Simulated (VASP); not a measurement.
Given:

```
CELL_PARAMETERS angstrom
      0.00000     3.19687     3.19687
      3.19687     0.00000     3.19687
      3.19687     3.19687     0.00000
ATOMIC_POSITIONS crystal
  Ba 0.00000 0.00000 0.00000
  F  0.25000 0.25000 0.25000
  F  0.75000 0.75000 0.75000
```

All values below come from RPBE GGA, VASP's PBE PAW potentials (set 64) (plane waves; VASP). Settings: 520 eV cut-off, 7×7×7 Γ-centred mesh, tetrahedra with Blöchl corrections, potentials Ba_sv F.

### Question
Predict the energy per atom (σ→0).

### Answer

energy per atom (σ→0): -527.5 kJ/mol-atom

The absolute energy has meaning only against runs of the same code, potentials and settings.

The compound is BaF2 in the fluorite structure. It was relaxed first, which changed the volume by +10 %.
